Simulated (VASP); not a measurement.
OSZICAR of a VASP run on FeMoO3 (space group Pm-3m):

OSZICAR:
```
       N       E                     dE             d eps       ncg     rms          rms(c)
DAV:   1     0.400157271515E+03    0.40016E+03   -0.19645E+04  1088   0.140E+03
DAV:   2    -0.131852681410E+02   -0.41334E+03   -0.39920E+03  1126   0.426E+02
DAV:   3    -0.488218823500E+02   -0.35637E+02   -0.34302E+02  1292   0.135E+02
DAV:   4    -0.499808953570E+02   -0.11590E+01   -0.11372E+01  1252   0.235E+01
DAV:   5    -0.500209772581E+02   -0.40082E-01   -0.38378E-01  1248   0.414E+00    0.658E+01
DAV:   6    -0.562373353636E+02   -0.62164E+01   -0.15012E+02  1292   0.828E+01    0.614E+01
DAV:   7    -0.435026709096E+02    0.12735E+02   -0.84614E+01  1238   0.125E+02    0.310E+01
DAV:   8    -0.420436706743E+02    0.14590E+01   -0.21944E+01  1228   0.279E+01    0.150E+01
DAV:   9    -0.416358278399E+02    0.40784E+00   -0.71252E+00  1202   0.140E+01    0.711E+00
DAV:  10    -0.414417353144E+02    0.19409E+00   -0.12394E+00  1282   0.748E+00    0.259E+00
DAV:  11    -0.414807609114E+02   -0.39026E-01   -0.90266E-02  1340   0.171E+00    0.266E+00
DAV:  12    -0.414608719785E+02    0.19889E-01   -0.12185E-01  1298   0.245E+00    0.972E-01
DAV:  13    -0.414636717022E+02   -0.27997E-02   -0.35583E-02  1312   0.108E+00    0.835E-01
DAV:  14    -0.414651754524E+02   -0.15038E-02   -0.14271E-02  1282   0.836E-01    0.866E-02
DAV:  15    -0.414655666778E+02   -0.39123E-03   -0.27155E-04  1218   0.113E-01    0.477E-02
DAV:  16    -0.414655815158E+02   -0.14838E-04   -0.37775E-05  1266   0.600E-02    0.158E-02
DAV:  17    -0.414655826555E+02   -0.11397E-05   -0.14930E-06   760   0.106E-02    0.716E-03
DAV:  18    -0.414655835715E+02   -0.91595E-06   -0.10549E-06   620   0.854E-03
   1 F= -.41465584E+02 E0= -.41405598E+02  d E =-.119970E+00  mag=     3.4932
```

Task: Which electronic solver shows in the log?

Result: It is blocked Davidson (ALGO = Normal, or the opening steps of other solvers). The INCAR had ALGO = Normal.

Task: How was spin treated?

Result: Collinear spin (ISPIN = 2): the summary line carries one mag value, 3.49 μB in the cell.

Task: Can the final energy be trusted as converged?

Result: Self-consistency was reached. It stopped with EDIFF = 1E-6, NELM = 100 (PBEsol GGA, plane waves, VASP's PBE PAW potentials (set 64)).  The moments were started parallel, and other spin orders were not tried in this run.

The structure was generated: FeMoO3 was put into an ordered model structure, which need not be its known phase. The cell was not relaxed at this level, and its volume differs by -5.9 % from the start's. The k-mesh is coarse (spacing up to 0.33 per Å, 2π included), so the numbers may not be converged in it.
